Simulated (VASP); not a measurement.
# Converging a slab model of Li(100), part 2 of 4

Aim: find which settings matter for a slab model of Li(100), and what they cost.

VASP 6.6.1, plane waves and PAW; the level of theory is named at each step.

So far, highest filled level below the vacuum (eV): step 2 (the base run) 3.04; step 3 (another mesh, mesh points along a 2, k-mesh 2×2×1) 3.50.

### Step 4. Another mesh, mesh points along a 4, k-mesh 4×4×1

Level of this step: PBEsol; plane waves and PAW (Li) (VASP).

Input file INCAR:

```
SYSTEM = Li
PREC = Normal
ENCUT = 350
EDIFF = 1E-06
NELM = 120
ISMEAR = 1
SIGMA = 0.1
LREAL = .FALSE.
ALGO = Normal
GGA = PS
NBANDS = 10
LORBIT = 11
LWAVE = .FALSE.
LCHARG = .FALSE.
KPAR = 2
NCORE = 2
IDIPOL = 3
LDIPOL = .TRUE.
DIPOL = 0.5 0.5 0.5
LVHAR = .TRUE.
LVACPOTAV = .TRUE.
```

Input file POSCAR:

```
Li
1.0
    3.4900000000      0.0000000000      0.0000000000
    0.0000000000      3.4900000000      0.0000000000
    0.0000000000      0.0000000000     28.4700000000
Li
7
Direct
    0.0000000000      0.0000000000      0.3161222339
    0.5000000000      0.5000000000      0.3774148226
    0.0000000000      0.0000000000      0.4387074113
    0.5000000000      0.5000000000      0.5000000000
    0.0000000000      0.0000000000      0.5612925887
    0.5000000000      0.5000000000      0.6225851774
    0.0000000000      0.0000000000      0.6838777661
```

Input file KPOINTS:

```
Automatic mesh
0
Gamma
4 4 1
0 0 0
```

The projector-augmented-wave data sets are Li (PBE family, release 64).

Command:

```
$ mpirun -np 4 vasp_std
```

Log:

```text
[banner, memory and clock lines left out]
running    4 mpi-ranks, on    1 nodes
[...]
[... a notice as in an earlier step ...]

 LDA part: xc-table for (Slater+PW92), standard interpolation
 POSCAR, INCAR and KPOINTS ok, starting setup
[...]
entering main loop
       N       E                     dE             d eps       ncg     rms          rms(c)
DAV:   1    -0.351579141696E+01   -0.35158E+01   -0.14013E+03   120   0.282E+02
DAV:   2    -0.137449993930E+02   -0.10229E+02   -0.92152E+01   184   0.428E+01
DAV:   3    -0.142611130504E+02   -0.51611E+00   -0.49096E+00   156   0.873E+00
DAV:   4    -0.142818813252E+02   -0.20768E-01   -0.20719E-01   184   0.226E+00
[...]
DAV:  21    -0.128268273952E+02   -0.55464E-05   -0.47537E-07   112   0.130E-03    0.220E-04
DAV:  22    -0.128268292493E+02   -0.18541E-05   -0.12851E-07   106   0.674E-04    0.107E-04
DAV:  23    -0.128268294270E+02   -0.17769E-06   -0.23492E-08    86   0.295E-04
 [... a notice as in an earlier step ...]

   1 F= -.12826829E+02 E0= -.12821781E+02  d E =-.151443E-01
```

Run time: 2.6 s. Hardware: 4 MPI ranks of Intel Xeon 6975P-C (Granite Rapids), shared host; peak memory 0.6 GiB.

From OUTCAR (step 4):

```text
  Total       -0.6369721     -0.6369721     -0.8709028      0.0000000      0.0000000      0.0000000
  in kB       -2.9430161     -2.9430161     -4.0238513      0.0000000      0.0000000      0.0000000
  external PRESSURE =      -3.3032945 kB  Pullay stress =       0.0000000 kB

 POSITION                                       TOTAL-FORCE (eV/Angst)
 -----------------------------------------------------------------------------------
      0.00000      0.00000      9.00000         0.000000     -0.000000     -0.015623
      1.74500      1.74500     10.74500         0.000000      0.000000      0.160390
      0.00000      0.00000     12.49000         0.000000     -0.000000     -0.024937
      1.74500      1.74500     14.23500         0.000000     -0.000000      0.000000
      0.00000      0.00000     15.98000        -0.000000     -0.000000      0.024937
      1.74500      1.74500     17.72500         0.000000      0.000000     -0.160390
      0.00000      0.00000     19.47000        -0.000000     -0.000000      0.015623
 -----------------------------------------------------------------------------------
    total drift:                               -0.000000     -0.000000     -0.000000

  FREE ENERGIE OF THE ION-ELECTRON SYSTEM (eV)
  ---------------------------------------------------
  free  energy   TOTEN  =       -12.8268294270 eV

  energy  without entropy=      -12.8116851762  energy(sigma->0) =      -12.82178134

[... 1 part as in an earlier step ...]

[... 2 further parts left out ...]
[key lines of the parts left out:]
E-fermi :  -1.5759
```

Against the base run its depth below the vacuum changes by +0.04 eV and the energy by +18.1 meV an atom.

### Step 5. Another mesh, mesh points along a 10, k-mesh 10×10×1

Changes to INCAR since step 4:

```diff
@@ -14,4 +14,3 @@
 LCHARG = .FALSE.
-KPAR = 2
-NCORE = 2
+KPAR = 4
 IDIPOL = 3
```

POSCAR is that of step 4.

Input file KPOINTS:

```
Automatic mesh
0
Gamma
10 10 1
0 0 0
```

Command:

```
$ mpirun -np 4 vasp_std
```

Log:

```text
[banner, memory and clock lines left out]
running    4 mpi-ranks, on    1 nodes
[...]
[... a notice as in an earlier step ...]

 LDA part: xc-table for (Slater+PW92), standard interpolation
 POSCAR, INCAR and KPOINTS ok, starting setup
[...]
entering main loop
       N       E                     dE             d eps       ncg     rms          rms(c)
DAV:   1    -0.502658813246E+01   -0.50266E+01   -0.14067E+03   420   0.282E+02
DAV:   2    -0.138228555655E+02   -0.87963E+01   -0.83570E+01   650   0.367E+01
DAV:   3    -0.142055832040E+02   -0.38273E+00   -0.37530E+00   586   0.791E+00
DAV:   4    -0.142164516353E+02   -0.10868E-01   -0.10831E-01   664   0.152E+00
[...]
DAV:  21    -0.129473371603E+02   -0.21384E-05   -0.15895E-07   422   0.943E-04    0.168E-04
DAV:  22    -0.129473386743E+02   -0.15141E-05   -0.15538E-07   384   0.712E-04    0.318E-05
DAV:  23    -0.129473387036E+02   -0.29242E-07   -0.33742E-09   342   0.213E-04
 [... a notice as in an earlier step ...]

   1 F= -.12947339E+02 E0= -.12947263E+02  d E =-.228378E-03
```

The job ended after 5.8 s (4 MPI ranks; peak memory 0.75 GiB; 21 s of CPU time).

From OUTCAR (step 5):

```text
  Total       -1.2291020     -1.2291020      0.0303123      0.0000000      0.0000000      0.0000000
  in kB       -5.6788473     -5.6788473      0.1400528      0.0000000      0.0000000      0.0000000
  external PRESSURE =      -3.7392139 kB  Pullay stress =       0.0000000 kB

 POSITION                                       TOTAL-FORCE (eV/Angst)
 -----------------------------------------------------------------------------------
      0.00000      0.00000      9.00000         0.000000      0.000000     -0.040765
      1.74500      1.74500     10.74500         0.000000      0.000000      0.071477
      0.00000      0.00000     12.49000         0.000000      0.000000     -0.029832
      1.74500      1.74500     14.23500         0.000000      0.000000      0.000000
      0.00000      0.00000     15.98000         0.000000      0.000000      0.029832
      1.74500      1.74500     17.72500        -0.000000      0.000000     -0.071477
      0.00000      0.00000     19.47000        -0.000000      0.000000      0.040765
 -----------------------------------------------------------------------------------
    total drift:                               -0.000000     -0.000000     -0.000000

  FREE ENERGIE OF THE ION-ELECTRON SYSTEM (eV)
  ---------------------------------------------------
  free  energy   TOTEN  =       -12.9473387036 eV

  energy  without entropy=      -12.9471103259  energy(sigma->0) =      -12.94726258

[... 1 part as in an earlier step ...]

[... 2 further parts left out ...]
[key lines of the parts left out:]
E-fermi :  -1.4833
```

Against the base run its depth below the vacuum changes by -0.00 eV and the energy by +0.1 meV an atom.

### Step 6. Side by side

Times are for 4 MPI ranks of Intel Xeon 6975P-C (Granite Rapids), shared host. The runs compared:

```csv
no.,mesh points along a,highest filled level below the vacuum (eV),energy at zero smearing (eV),time,memory (GiB)
1,2,3.498,-12.22,1.8 s,0.45
2,4,3.075,-12.82,2.6 s,0.6
3,10,3.032,-12.95,5.8 s,0.75
```

### Step 7. Another vacuum, vacuum width 5

Too little vacuum lets the faces of neighbouring images overlap, and too much only costs plane waves.

INCAR is that of step 5.

Input file POSCAR:

```
Li
1.0
    3.4900000000      0.0000000000      0.0000000000
    0.0000000000      3.4900000000      0.0000000000
    0.0000000000      0.0000000000     15.4700000000
Li
7
Direct
    0.0000000000      0.0000000000      0.1616031028
    0.5000000000      0.5000000000      0.2744020685
    0.0000000000      0.0000000000      0.3872010343
    0.5000000000      0.5000000000      0.5000000000
    0.0000000000      0.0000000000      0.6127989657
    0.5000000000      0.5000000000      0.7255979315
    0.0000000000      0.0000000000      0.8383968972
```

Input file KPOINTS:

```
Automatic mesh
0
Gamma
7 7 1
0 0 0
```

Command:

```
$ mpirun -np 4 vasp_std
```

Log:

```text
[... set-up lines as in an earlier step ...]
 entering main loop
       N       E                     dE             d eps       ncg     rms          rms(c)
DAV:   1    -0.772557475041E+01   -0.77256E+01   -0.14097E+03   200   0.306E+02
DAV:   2    -0.138857750340E+02   -0.61602E+01   -0.58374E+01   280   0.337E+01
DAV:   3    -0.141175991481E+02   -0.23182E+00   -0.22258E+00   266   0.647E+00
DAV:   4    -0.141204612838E+02   -0.28621E-02   -0.28618E-02   280   0.835E-01
DAV:   5    -0.141205031135E+02   -0.41830E-04   -0.41829E-04   278   0.841E-02    0.168E+00
DAV:   6    -0.132921980588E+02    0.82831E+00   -0.10776E+01   224   0.474E+00    0.121E+00
DAV:   7    -0.130761519966E+02    0.21605E+00   -0.20397E+00   258   0.260E+00    0.506E-01
DAV:   8    -0.130273326347E+02    0.48819E-01   -0.58972E-01   222   0.137E+00    0.257E-01
DAV:   9    -0.130173534771E+02    0.99792E-02   -0.20538E-01   246   0.844E-01    0.111E-01
DAV:  10    -0.130159413351E+02    0.14121E-02   -0.99457E-03   226   0.284E-01    0.476E-02
DAV:  11    -0.130152688214E+02    0.67251E-03   -0.61410E-03   220   0.153E-01    0.231E-02
DAV:  12    -0.130152514925E+02    0.17329E-04   -0.54593E-04   222   0.706E-02    0.457E-03
DAV:  13    -0.130152515697E+02   -0.77189E-07   -0.43816E-05   254   0.211E-02    0.286E-03
DAV:  14    -0.130152513044E+02    0.26530E-06   -0.69822E-06   230   0.870E-03
 -----------------------------------------------------------------------------
|                                                                             |
|           W    W    AA    RRRRR   N    N  II  N    N   GGGG   !!!           |
|           W    W   A  A   R    R  NN   N  II  NN   N  G    G  !!!           |
|           W    W  A    A  R    R  N N  N  II  N N  N  G       !!!           |
|           W WW W  AAAAAA  RRRRR   N  N N  II  N  N N  G  GGG   !            |
|           WW  WW  A    A  R   R   N   NN  II  N   NN  G    G                |
|           W    W  A    A  R    R  N    N  II  N    N   GGGG   !!!           |
|                                                                             |
|     The minimum charge density times volume of the cell along the axis      |
|     of the dipole correction is larger 1E-1, which could mean that your     |
|     workfunction is not accurate as there is no field free region in        |
|     your cell. Please consider either increasing the size of your cell      |
|     along the dipole correction (vacuum dimension) or perhaps               |
|     increasing the precision of your calculation.                           |
|                                                                             |
 -----------------------------------------------------------------------------

 [... a notice as in an earlier step ...]

   1 F= -.13015251E+02 E0= -.13015585E+02  d E =0.100146E-02
 -----------------------------------------------------------------------------
|                                                                             |
|           W    W    AA    RRRRR   N    N  II  N    N   GGGG   !!!           |
|           W    W   A  A   R    R  NN   N  II  NN   N  G    G  !!!           |
|           W    W  A    A  R    R  N N  N  II  N N  N  G       !!!           |
|           W WW W  AAAAAA  RRRRR   N  N N  II  N  N N  G  GGG   !            |
|           WW  WW  A    A  R   R   N   NN  II  N   NN  G    G                |
|           W    W  A    A  R    R  N    N  II  N    N   GGGG   !!!           |
|                                                                             |
|     The minimum charge density times volume of the cell along the axis      |
|     of the dipole correction is larger 1E-1, which could mean that your     |
|     workfunction is not accurate as there is no field free region in        |
|     your cell. Please consider either increasing the size of your cell      |
|     along the dipole correction (vacuum dimension) or perhaps               |
|     increasing the precision of your calculation.                           |
|                                                                             |
 -----------------------------------------------------------------------------

 [... a notice as in an earlier step ...]
```

Wall time 1.8 s (4 MPI ranks); peak memory 0.52 GiB; 5.4 s of CPU time.

From OUTCAR (step 7):

```text
   ENCUT  =  350.0 eV  25.72 Ry    5.07 a.u.   5.32  5.32 23.60*2*pi/ulx,y,z

   NELECT =       7.0000    total number of electrons

 dipolmoment           0.000000      0.000000      0.000000 electrons x Angstroem

 E-fermi :  -0.3680

 k-point     1 :       0.0000    0.0000    0.0000
  band No.  band energies     occupation
      1      -3.6841      2.00000
      2      -3.2609      2.00000
      3      -2.6126      2.00000
      4      -1.4087      2.00000
      5      -0.9002      2.00000
      6       1.2800     -0.00000
      7       1.4275     -0.00000
      8       4.2887      0.00000
      9       5.2228      0.00000
     10       5.2228      0.00000

  Total       -1.3043063     -1.3043063     -0.0505751      0.0000000      0.0000000      0.0000000
  in kB      -11.0904456    -11.0904456     -0.4300377      0.0000000      0.0000000      0.0000000
  external PRESSURE =      -7.5369763 kB  Pullay stress =       0.0000000 kB

 POSITION                                       TOTAL-FORCE (eV/Angst)
 -----------------------------------------------------------------------------------
      0.00000      0.00000      2.50000         0.000000     -0.000000     -0.164726
      1.74500      1.74500      4.24500        -0.000000     -0.000000      0.131685
      0.00000      0.00000      5.99000         0.000000      0.000000      0.003703
      1.74500      1.74500      7.73500         0.000000      0.000000      0.000000
      0.00000      0.00000      9.48000        -0.000000      0.000000     -0.003703
      1.74500      1.74500     11.22500         0.000000      0.000000     -0.131685
      0.00000      0.00000     12.97000         0.000000     -0.000000      0.164726
 -----------------------------------------------------------------------------------
    total drift:                                0.000000     -0.000000      0.000000

  FREE ENERGIE OF THE ION-ELECTRON SYSTEM (eV)
  ---------------------------------------------------
  free  energy   TOTEN  =       -13.0152513044 eV

  energy  without entropy=      -13.0162527675  energy(sigma->0) =      -13.01558513

[... 3 parts as in an earlier step ...]

[... 13 further parts left out ...]
```

This step gave:

- electronic cycles: 14
- free energy (TOTEN): -13.02 eV
- energy at zero smearing: -13.02 eV
- Fermi energy: -0.368 eV

Force by atom:

```csv
atom,x (eV/Å),y (eV/Å),z (eV/Å),size
Li1,0.000,0.000,-0.165,0.165
Li2,0.000,0.000,0.132,0.132
Li3,0.000,0.000,0.004,0.004
Li4,0.000,0.000,0.000,0.000
Li5,0.000,0.000,-0.004,0.004
Li6,0.000,0.000,-0.132,0.132
Li7,0.000,0.000,0.165,0.165
```

The program found no flat vacuum in this gap and printed no vacuum level, so no level below the vacuum can be given.

### Step 8. Another vacuum, vacuum width 8

INCAR is that of step 7.

Input file POSCAR:

```
Li
1.0
    3.4900000000      0.0000000000      0.0000000000
    0.0000000000      3.4900000000      0.0000000000
    0.0000000000      0.0000000000     18.4700000000
Li
7
Direct
    0.0000000000      0.0000000000      0.2165674066
    0.5000000000      0.5000000000      0.3110449377
    0.0000000000      0.0000000000      0.4055224689
    0.5000000000      0.5000000000      0.5000000000
    0.0000000000      0.0000000000      0.5944775311
    0.5000000000      0.5000000000      0.6889550623
    0.0000000000      0.0000000000      0.7834325934
```

KPOINTS is that of step 7.

Command:

```
$ mpirun -np 4 vasp_std
```

Log:

```text
[... set-up lines as in an earlier step ...]
 entering main loop
       N       E                     dE             d eps       ncg     rms          rms(c)
DAV:   1    -0.714361919270E+01   -0.71436E+01   -0.14221E+03   200   0.298E+02
DAV:   2    -0.139029055388E+02   -0.67593E+01   -0.64442E+01   272   0.336E+01
DAV:   3    -0.142021034947E+02   -0.29920E+00   -0.29814E+00   292   0.686E+00
DAV:   4    -0.142070718562E+02   -0.49684E-02   -0.49679E-02   294   0.106E+00
[...]
DAV:  15    -0.129507249248E+02   -0.25200E-04   -0.16428E-04   236   0.271E-02    0.193E-03
DAV:  16    -0.129507327135E+02   -0.77887E-05   -0.18708E-05   236   0.171E-02    0.448E-04
DAV:  17    -0.129507329273E+02   -0.21384E-06   -0.68785E-07   258   0.288E-03
 [... a notice as in an earlier step ...]

   1 F= -.12950733E+02 E0= -.12951842E+02  d E =0.332648E-02
 [... a notice as in an earlier step ...]
```

The job ended after 2.4 s (4 MPI ranks; peak memory 0.57 GiB; 7.6 s of CPU time).

OUTCAR, selected parts (step 8):

```text
  Total       -0.9359848     -0.9359848     -0.5344006      0.0000000      0.0000000      0.0000000
  in kB       -6.6659438     -6.6659438     -3.8059210      0.0000000      0.0000000      0.0000000
  external PRESSURE =      -5.7126029 kB  Pullay stress =       0.0000000 kB

 POSITION                                       TOTAL-FORCE (eV/Angst)
 -----------------------------------------------------------------------------------
      0.00000      0.00000      4.00000        -0.000000      0.000000     -0.035424
      1.74500      1.74500      5.74500        -0.000000     -0.000000      0.116449
      0.00000      0.00000      7.49000         0.000000      0.000000      0.008668
      1.74500      1.74500      9.23500         0.000000      0.000000      0.000000
      0.00000      0.00000     10.98000        -0.000000      0.000000     -0.008668
      1.74500      1.74500     12.72500         0.000000     -0.000000     -0.116449
      0.00000      0.00000     14.47000         0.000000      0.000000      0.035424
 -----------------------------------------------------------------------------------
    total drift:                                0.000000     -0.000000     -0.000000

  FREE ENERGIE OF THE ION-ELECTRON SYSTEM (eV)
  ---------------------------------------------------
  free  energy   TOTEN  =       -12.9507329273 eV

  energy  without entropy=      -12.9540594031  energy(sigma->0) =      -12.95184175

[... 1 part as in an earlier step ...]

[... 2 further parts left out ...]
[key lines of the parts left out:]
E-fermi :  -0.6788
```

The program found no flat vacuum in this gap and printed no vacuum level, so no level below the vacuum can be given.

### Step 9. Another vacuum, vacuum width 24

INCAR is that of step 8.

Input file POSCAR:

```
Li
1.0
    3.4900000000      0.0000000000      0.0000000000
    0.0000000000      3.4900000000      0.0000000000
    0.0000000000      0.0000000000     34.4700000000
Li
7
Direct
    0.0000000000      0.0000000000      0.3481288077
    0.5000000000      0.5000000000      0.3987525384
    0.0000000000      0.0000000000      0.4493762692
    0.5000000000      0.5000000000      0.5000000000
    0.0000000000      0.0000000000      0.5506237308
    0.5000000000      0.5000000000      0.6012474616
    0.0000000000      0.0000000000      0.6518711923
```

KPOINTS is that of step 8.

Command:

```
$ mpirun -np 4 vasp_std
```

Log:

```text
[... set-up lines as in an earlier step ...]
 entering main loop
       N       E                     dE             d eps       ncg     rms          rms(c)
DAV:   1    -0.249395264540E+01   -0.24940E+01   -0.14146E+03   200   0.279E+02
DAV:   2    -0.137053475429E+02   -0.11211E+02   -0.10758E+02   338   0.439E+01
DAV:   3    -0.141914665436E+02   -0.48612E+00   -0.47447E+00   258   0.903E+00
DAV:   4    -0.142092258449E+02   -0.17759E-01   -0.17746E-01   328   0.213E+00
[...]
DAV:  19    -0.129465110844E+02   -0.17049E-04   -0.14390E-06   220   0.294E-03    0.652E-04
DAV:  20    -0.129465151470E+02   -0.40626E-05   -0.49309E-07   232   0.149E-03    0.109E-04
DAV:  21    -0.129465160125E+02   -0.86547E-06   -0.55200E-08   176   0.633E-04
 [... a notice as in an earlier step ...]

   1 F= -.12946516E+02 E0= -.12948204E+02  d E =0.506483E-02
```

Run time: 4.6 s. Hardware: 4 MPI ranks; peak memory 0.75 GiB.

From OUTCAR (step 9):

```text
  Total       -0.9083290     -0.9083290     -0.5623251      0.0000000      0.0000000      0.0000000
  in kB       -3.4662639     -3.4662639     -2.1458823      0.0000000      0.0000000      0.0000000
  external PRESSURE =      -3.0261367 kB  Pullay stress =       0.0000000 kB

 POSITION                                       TOTAL-FORCE (eV/Angst)
 -----------------------------------------------------------------------------------
      0.00000      0.00000     12.00000         0.000000     -0.000000     -0.024522
      1.74500      1.74500     13.74500        -0.000000      0.000000      0.114049
      0.00000      0.00000     15.49000         0.000000      0.000000      0.006048
      1.74500      1.74500     17.23500         0.000000      0.000000      0.000000
      0.00000      0.00000     18.98000        -0.000000      0.000000     -0.006048
      1.74500      1.74500     20.72500         0.000000     -0.000000     -0.114049
      0.00000      0.00000     22.47000        -0.000000      0.000000      0.024522
 -----------------------------------------------------------------------------------
    total drift:                                0.000000      0.000000      0.000000

  FREE ENERGIE OF THE ION-ELECTRON SYSTEM (eV)
  ---------------------------------------------------
  free  energy   TOTEN  =       -12.9465160125 eV

  energy  without entropy=      -12.9515808393  energy(sigma->0) =      -12.94820429

[... 1 part as in an earlier step ...]

[... 2 further parts left out ...]
[key lines of the parts left out:]
E-fermi :  -1.7570
```

Against the base run its depth below the vacuum changes by +0.00 eV and the energy by -0.0 meV an atom.

[end of part 2 of 4]

[Lines on the potential files, build, host, timing and source positions are cut from VASP's logs without a mark.]

[Logs are printed without paths, hosts, clocks, repeated set-up lines and the standing remarks that a program may print on its own settings, such as how far it seeks lower states.]

[Hosts, paths, dates, database ids (printed as entryN), source tags and the programs' standing remarks are cut or masked in the printed files.]

[In band tables of VASP the shares of atoms and orbitals are scaled to a sum of 1 inside the atoms' spheres.]

[Runs that stopped without an error message from VASP are left out.]
